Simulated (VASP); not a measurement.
# NiMoIrPdW (P-3m1) in VASP: a series of runs

One crystal, NiMoIrPdW, is run at these levels: PBE; tasks: optical spectrum, electric field gradients, band structure.

All numbers are computed with VASP 6.6.1; they aren't measurements. Logs are shortened: lines on timing, memory, paths and dates and some standing lists are left out, and cuts for length are marked.

### 1 The structure

It takes space group P-3m1 (No. 164, trigonal). The conventional cell has a = 2.771 Å, b = 2.771 Å, c = 22.020 Å, α = 90.00°, β = 90.00°, γ = 120.00°. Ni (site symmetry 3m) has 3 Mo at 2.55 Å and 3 Pd at 2.65 Å and 6 Ni at 2.77 Å as nearest neighbours. Mo (site symmetry 3m) has 3 Ni at 2.55 Å and 3 Ir at 2.76 Å and 6 Mo at 2.77 Å as nearest neighbours. Around Pd (site symmetry 3m) lie 3 Ni at 2.65 Å and 9 Pd at 2.77 to 2.84 Å. Ir (site symmetry 3m) is surrounded by 3 Mo at 2.76 Å and 3 W at 2.77 Å and 6 Ir at 2.77 Å. W (site symmetry 3m) has 3 Ir at 2.77 Å and 9 W at 2.77 to 2.93 Å as nearest neighbours.

The cell was built by a generator and needn't be a form met in nature.

### 2 Optical spectrum, PBE, collinear spin, ferromagnetic start

Contents of INCAR:

```
SYSTEM = NiMoIrPdW
ALGO = Normal
CSHIFT = 0.1
EDIFF = 1E-6
ENCUT = 520
GGA = PE
ISIF = 2
ISMEAR = -1
ISPIN = 2
KPAR = 4
LASPH = .TRUE.
LCHARG = .FALSE.
LMAXMIX = 4
LOPTICS = .TRUE.
LORBIT = 11
LREAL = .FALSE.
LWAVE = .FALSE.
MAGMOM = 1 1 1 1 0 0 0.6 0.6 0 0
NBANDS = 105
NEDOS = 2000
NELM = 150
PREC = Accurate
SIGMA = 0.05
```

Contents of KPOINTS:

```
k-points
0
G
  11 11 2
  0 0 0
```

Contents of POSCAR:

```
NiMoIrPdW
1.0
    2.7708500000      0.0000000000      0.0000000000
   -1.3854300000      2.3996300000      0.0000000000
    0.0000000000      0.0000000000     22.0196100000
Ni Mo Pd Ir W
2 2 2 2 2
Direct
    0.3333300000      0.6666700000      0.8508100000
    0.6666700000      0.3333300000      0.1491900000
    0.6666700000      0.3333300000      0.7605900000
    0.3333300000      0.6666700000      0.2394100000
    0.3333300000      0.6666700000      0.0532900000
    0.6666700000      0.3333300000      0.9467100000
    0.3333300000      0.6666700000      0.6582700000
    0.6666700000      0.3333300000      0.3417300000
    0.3333300000      0.6666700000      0.4441800000
    0.6666700000      0.3333300000      0.5558200000
```

Potentials or basis: VASP PAW PBE potentials, release 64 (Ni, Mo_sv, Pd, Ir, W_sv).

On the command line:

```
cat potpaw_PBE.64/Ni/POTCAR potpaw_PBE.64/Mo_sv/POTCAR potpaw_PBE.64/Pd/POTCAR potpaw_PBE.64/Ir/POTCAR potpaw_PBE.64/W_sv/POTCAR > POTCAR
mpirun -np 4 vasp_std > vasp.out
```

OUTCAR:

```text
SYSTEM = NiMoIrPdW
   EDIFF = 1E-6
   ENCUT = 520
   GGA = PE
   ISIF = 2
   ISMEAR = -1
   ISPIN = 2
   LASPH = .TRUE.
   LORBIT = 11
   LREAL = .FALSE.
   NELM = 150
   PREC = Accurate

 ion  position               nearest neighbor table
   1  0.333  0.667  0.851-   3 2.55   3 2.55   3 2.55   6 2.65   6 2.65   6 2.65
   2  0.667  0.333  0.149-   4 2.55   4 2.55   4 2.55   5 2.65   5 2.65   5 2.65
   3  0.667  0.333  0.761-   1 2.55   1 2.55   1 2.55   7 2.76   7 2.76   7 2.76
   4  0.333  0.667  0.239-   2 2.55   2 2.55   2 2.55   8 2.76   8 2.76   8 2.76
   5  0.333  0.667  0.053-   2 2.65   2 2.65   2 2.65   6 2.84   6 2.84   6 2.84
   6  0.667  0.333  0.947-   1 2.65   1 2.65   1 2.65   5 2.84   5 2.84   5 2.84
   7  0.333  0.667  0.658-   3 2.76   3 2.76   3 2.76  10 2.77  10 2.77  10 2.77
   8  0.667  0.333  0.342-   4 2.76   4 2.76   4 2.76   9 2.77   9 2.77   9 2.77
   9  0.333  0.667  0.444-   8 2.77   8 2.77   8 2.77  10 2.93  10 2.93  10 2.93
  10  0.667  0.333  0.556-   7 2.77   7 2.77   7 2.77   9 2.93   9 2.93   9 2.93

  LATTYP: Found a hexagonal cell.
 ALAT       =     2.7708500000
 C/A-ratio  =     7.9468791165

  Lattice vectors:

 A1 = (   2.7708500000,   0.0000000000,   0.0000000000)
 A2 = (  -1.3854300000,   2.3996300000,   0.0000000000)
 A3 = (   0.0000000000,   0.0000000000,  22.0196100000)

Analysis of symmetry for initial positions (statically):
=====================================================================
 Subroutine PRICEL returns:
 Original cell was already a primitive cell.

 Routine SETGRP: Setting up the symmetry group for a
 hexagonal supercell.

 Subroutine GETGRP returns: Found  4 space group operations
 (whereof  4 operations were pure point group operations)
 out of a pool of 24 trial point group operations.

The static configuration has the point symmetry C_2h.

Analysis of symmetry for dynamics (positions and initial velocities):
=====================================================================
 Subroutine PRICEL returns:
 Original cell was already a primitive cell.

 Routine SETGRP: Setting up the symmetry group for a
 hexagonal supercell.

 Subroutine GETGRP returns: Found  4 space group operations
 (whereof  4 operations were pure point group operations)
 out of a pool of 24 trial point group operations.

The dynamic configuration has the point symmetry C_2h.

Analysis of structural, dynamic, and magnetic symmetry:
=====================================================================
 Subroutine PRICEL returns:
 Original cell was already a primitive cell.

 Routine SETGRP: Setting up the symmetry group for a
 hexagonal supercell.

 Subroutine GETGRP returns: Found  4 space group operations
 (whereof  4 operations were pure point group operations)
 out of a pool of 24 trial point group operations.

The overall configuration has the point symmetry C_2h.

 Subroutine INISYM returns: Found  4 space group operations
 (whereof  4 operations are pure point group operations),
 and found     1 'primitive' translations

----------------------------------------------------------------------------------------

                                     Primitive cell

  volume of cell :     146.4087

[... 3622 lines left out ...]
     69      14.4795      0.00000

 [... further k-points ...]

 [bands above 69 left out]

------------------------ aborting loop because EDIFF is reached ----------------------------------------

  FORCE on cell =-STRESS in cart. coord.  units (eV):
  Direction    XX          YY          ZZ          XY          YZ          ZX
  --------------------------------------------------------------------------------------
  -------------------------------------------------------------------------------------
  Total        0.6700696      0.6704920     -0.2346839      0.0003627     -0.0000989      0.0001714
  in kB        7.3326941      7.3373167     -2.5681889      0.0039694     -0.0010824      0.0018751
  external PRESSURE =       4.0339406 kB  Pullay stress =       0.0000000 kB

 VOLUME and BASIS-vectors are now :
 -----------------------------------------------------------------------------
  energy-cutoff  :      520.00
  volume of cell :      146.41
      direct lattice vectors                 reciprocal lattice vectors
     2.770850000  0.000000000  0.000000000     0.360900085  0.208366208  0.000000000
    -1.385430000  2.399630000  0.000000000     0.000000000  0.416730913  0.000000000
     0.000000000  0.000000000 22.019610000     0.000000000  0.000000000  0.045414065

 POSITION                                       TOTAL-FORCE (eV/Angst)
 -----------------------------------------------------------------------------------
     -0.00002      1.59976     18.73450         0.000091     -0.000052      0.072022
      1.38544      0.79987      3.28511        -0.000091      0.000052     -0.072022
      1.38544      0.79987     16.74790        -0.000142      0.000082     -0.078628
     -0.00002      1.59976      5.27171         0.000142     -0.000082      0.078628
     -0.00002      1.59976      1.17343         0.000038     -0.000022      0.009097
      1.38544      0.79987     20.84618        -0.000038      0.000022     -0.009097
     -0.00002      1.59976     14.49485         0.000156     -0.000090     -0.004930
      1.38544      0.79987      7.52476        -0.000156      0.000090      0.004930
     -0.00002      1.59976      9.78067         0.000097     -0.000056     -0.081339
      1.38544      0.79987     12.23894        -0.000097      0.000056      0.081339
 -----------------------------------------------------------------------------------
    total drift:                                0.000000      0.000000      0.000000

  FREE ENERGIE OF THE ION-ELECTRON SYSTEM (eV)
  ---------------------------------------------------
  free  energy   TOTEN  =       -86.9674936446 eV

  energy  without entropy=      -86.8796210995  energy(sigma->0) =      -86.92355737

 electrical conductivity sigma (Mega S m-1) (frequency dependency in vasprun.xml)
  --------------------------------------------------------------------------------------
         NaN         NaN         NaN
         NaN         NaN         NaN
         NaN         NaN         NaN

  frequency dependent IMAGINARY DIELECTRIC FUNCTION (independent particle, no local field effects) density-density
     E(ev)      X         Y         Z        XY        YZ        ZX
  --------------------------------------------------------------------------------------------------------------
     0.00000     0.00000     0.00000     0.00000     0.00000     0.00000     0.00000
     1.14026    43.35837    43.35872    43.21119     0.00011    -0.00001    -0.00091
     2.28051    31.28263    31.28313    28.17306     0.00029    -0.00019    -0.00014
     3.42077    18.10986    18.11017    21.25433     0.00019    -0.00015    -0.00005
     4.56103    11.74745    11.74751     9.73061     0.00000    -0.00005    -0.00015
     5.70128     7.52182     7.52185     8.53852    -0.00001    -0.00006    -0.00010
[... 92 lines left out ...]
   111.74518     0.00010     0.00010     0.00011     0.00000     0.00000     0.00000
   112.88544     0.00010     0.00010     0.00011     0.00000     0.00000     0.00000

  frequency dependent      REAL DIELECTRIC FUNCTION (independent particle, no local field effects) density-density
     E(ev)        X           Y           Z          XY          YZ          ZX
  --------------------------------------------------------------------------------------------------------------
     0.00000   210.48149   210.48249   490.77326    -0.00010    -0.00269    -0.00586
     1.14026    20.55575    20.55602     4.15730     0.00014    -0.00016     0.00019
     2.28051    -3.82763    -3.82743    -2.77070     0.00020    -0.00011     0.00017
     3.42077    -4.61310    -4.61300    -4.99328     0.00011     0.00002    -0.00004
     4.56103    -5.07813    -5.07821    -4.82656    -0.00004     0.00004    -0.00007
     5.70128    -5.46201    -5.46210    -4.75721    -0.00005    -0.00001     0.00002
[... 92 lines left out ...]
   111.74518     0.94534     0.94534     0.94186    -0.00000     0.00000    -0.00000
   112.88544     0.94649     0.94649     0.94308    -0.00000     0.00000    -0.00000

  frequency dependent IMAGINARY DIELECTRIC FUNCTION (independent particle, no local field effects) current-current
     E(ev)      X         Y         Z        XY        YZ        ZX
  --------------------------------------------------------------------------------------------------------------
     0.00000   581.99239   581.98161   753.29172    -0.01202    -0.00408    -0.01143
     1.14026    46.43310    46.43351    43.31712     0.00014    -0.00004    -0.00085
     2.28051    30.66493    30.66545    27.69096     0.00031    -0.00020    -0.00012
     3.42077    17.72336    17.72368    20.84039     0.00020    -0.00015    -0.00006
     4.56103    11.46029    11.46035     9.46763    -0.00000    -0.00005    -0.00015
     5.70128     7.28232     7.28235     8.32894    -0.00001    -0.00006    -0.00010
[... 92 lines left out ...]
   111.74518     0.00000     0.00000     0.00000     0.00000     0.00000     0.00000
   112.88544     0.00000     0.00000     0.00000     0.00000     0.00000     0.00000

  frequency dependent      REAL DIELECTRIC FUNCTION (independent particle, no local field effects) current-current
     E(ev)        X           Y           Z          XY          YZ          ZX
  --------------------------------------------------------------------------------------------------------------
     0.00000    28.45766    28.45961    12.05023     0.00156     0.00018    -0.00030
     1.14026    14.77500    14.77523     3.85040     0.00014    -0.00019     0.00033
     2.28051    -6.14977    -6.14961    -3.62404     0.00017    -0.00010     0.00017
     3.42077    -5.46026    -5.46018    -5.54514     0.00010     0.00002    -0.00004
     4.56103    -5.46087    -5.46095    -4.80219    -0.00004     0.00004    -0.00006
     5.70128    -5.64519    -5.64528    -4.79511    -0.00005    -0.00001     0.00002
[... 92 lines left out ...]
   111.74518     0.94554     0.94554     0.94255    -0.00000     0.00000    -0.00000
   112.88544     0.94669     0.94669     0.94376    -0.00000     0.00000    -0.00000

 total charge

# of ion       s       p       d       tot
------------------------------------------
    1        0.476   0.421   8.319   9.216
    2        0.476   0.421   8.319   9.216
    3        2.381   6.194   3.933  12.507
    4        2.381   6.194   3.933  12.507
    5        0.484   0.445   8.483   9.412
    6        0.484   0.445   8.483   9.412
    7        0.692   0.729   6.981   8.402
    8        0.692   0.729   6.981   8.402
    9        2.406   6.323   3.338  12.066
   10        2.406   6.323   3.338  12.066
--------------------------------------------------
tot         12.878  28.223  62.106 103.208

 magnetization (x)

# of ion       s       p       d       tot
------------------------------------------
    1       -0.000   0.000  -0.001  -0.001
    2       -0.000   0.000  -0.001  -0.001
    3       -0.000   0.000  -0.000  -0.000
    4       -0.000   0.000  -0.000  -0.000
    5        0.000   0.000  -0.000  -0.000
    6        0.000   0.000  -0.000  -0.000
    7        0.000   0.000  -0.000  -0.000
    8        0.000   0.000  -0.000  -0.000
    9        0.000   0.000   0.000   0.000
   10        0.000   0.000   0.000   0.000
--------------------------------------------------
tot         -0.000   0.000  -0.001  -0.001
```

It took 25 min on 4 MPI ranks of Intel Xeon Platinum 8375C at 2.90GHz (Ice Lake), shared host; peak memory 3.5 GiB.

What came out:

- Free energy: -86.9675 eV
- Pressure: 0.4 GPa
- Largest force: 0.081 eV/Å
- Band gap on the k mesh: none (metal or under the smearing width)
- Net moment: 0.00 μB per cell
- Valence electrons inside the program's atomic spheres: Ni 9.22; Mo 12.51; Pd 9.41; Ir 8.40; W 12.07

Forces in eV/Å, atoms in the order of the input:
```
Ni   0.000  0.000  0.072
Ni   0.000  0.000 -0.072
Mo   0.000  0.000 -0.079
Mo   0.000  0.000  0.079
Pd   0.000  0.000  0.009
Pd   0.000  0.000 -0.009
Ir   0.000  0.000 -0.005
Ir   0.000  0.000  0.005
W    0.000  0.000 -0.081
W    0.000  0.000  0.081
```

Dielectric function (mean over the directions given):
```
energy (eV)  real part  imaginary part
       0.29      67.16          112.33
       1.31      15.52           41.70
       2.34      -3.96           28.89
       3.36      -4.41           19.82
       4.39      -5.54           12.32
       5.42      -5.24            9.21
       6.44      -4.07            5.23
       7.53      -2.69            3.44
       8.55      -1.56            2.82
       9.58      -0.66            2.55
      10.60      -0.46            2.86
      11.63      -0.37            2.54
      12.66      -0.18            2.21
      13.74      -0.18            2.07
      14.77       0.06            1.96
      15.79       0.36            2.38
      16.82      -0.17            2.50
      17.84      -0.82            2.39
      18.87      -1.00            1.84
      19.95      -1.06            1.44
```

Caveat: spectra need much finer meshes, so this one isn't converged; independent-particle spectra lack excitons; the intraband (Drude) part of a metal's response may be missing. Spin-orbit coupling is left out, which matters for the levels of Ir, W.

[end of part 1 of 3]
